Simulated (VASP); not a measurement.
Level of theory: PBE GGA with D3 dispersion (Becke-Johnson damping), VASP's PBE PAW potentials (set 64) (plane waves; VASP).

A VASP calculation is set up with these files.

File KPOINTS:
```
Automatic mesh
0
gamma
  8 8 8
```

**INCAR**
```
SYSTEM = SrVO3
PREC = Accurate
ENCUT = 520
EDIFF = 1E-7
NELM = 100
ALGO = Normal
LREAL = .FALSE.
LASPH = .TRUE.
ISMEAR = 1
SIGMA = 0.1
GGA = PE
IVDW = 12
LMAXMIX = 4
LWAVE = .FALSE.
LCHARG = .FALSE.
ISIF = 2
```

### POSCAR
```
SrVO3
1
    3.7584230571     0.0000000000     0.0000000000
    0.0000000000     3.7584230571     0.0000000000
    0.0000000000     0.0000000000     3.7584230571
Sr V O
1 1 3
Direct
  0.0000000000   0.0000000000   0.0000000000
  0.5000000000   0.5000000000   0.5000000000
  0.5000000000   0.0000000000   0.5000000000
  0.0000000000   0.5000000000   0.5000000000
  0.5000000000   0.5000000000   0.0000000000
```

POTCAR, in this order: Sr_sv V_sv O (PBE.64 set). Program: vasp_std.

Problem. Predict the energy per atom (σ→0), dispersion energy, pressure, band gap (on the k-mesh).

Solution. 
| Quantity | Value |
|---|---|
| energy per atom (σ→0) | -8.090 eV/atom |
| dispersion energy | -1.422 eV |
| band gap (on the k-mesh) | none (metal, semimetal or under 0.01 eV) |
| pressure | 13.60 GPa |

### OSZICAR
```
...
DAV:  11    -0.390292977127E+02    0.11670E-02   -0.83652E-03  1872   0.815E-01    0.106E-01
DAV:  12    -0.390293930339E+02   -0.95321E-04   -0.49585E-04  2136   0.189E-01    0.892E-02
DAV:  13    -0.390293747693E+02    0.18265E-04   -0.16700E-04  1904   0.118E-01    0.118E-02
DAV:  14    -0.390293768367E+02   -0.20674E-05   -0.12204E-05  2312   0.214E-02    0.123E-02
DAV:  15    -0.390293760781E+02    0.75863E-06   -0.25601E-06  1848   0.106E-02    0.657E-03
DAV:  16    -0.390293759538E+02    0.12431E-06   -0.58041E-07  1968   0.655E-03    0.150E-03
DAV:  17    -0.390293758957E+02    0.58071E-07   -0.10066E-07   896   0.283E-03
   1 F= -.40451672E+02 E0= -.40450922E+02  d E =-.225151E-02
```

The compound is SrVO3 in the cubic perovskite structure. This cell is one point of a volume scan, at 0.94 of the reference volume. The run is not spin-polarised, so no magnetic state was tried. The electron count is odd and the run is not spin-polarised, which forces a metal.
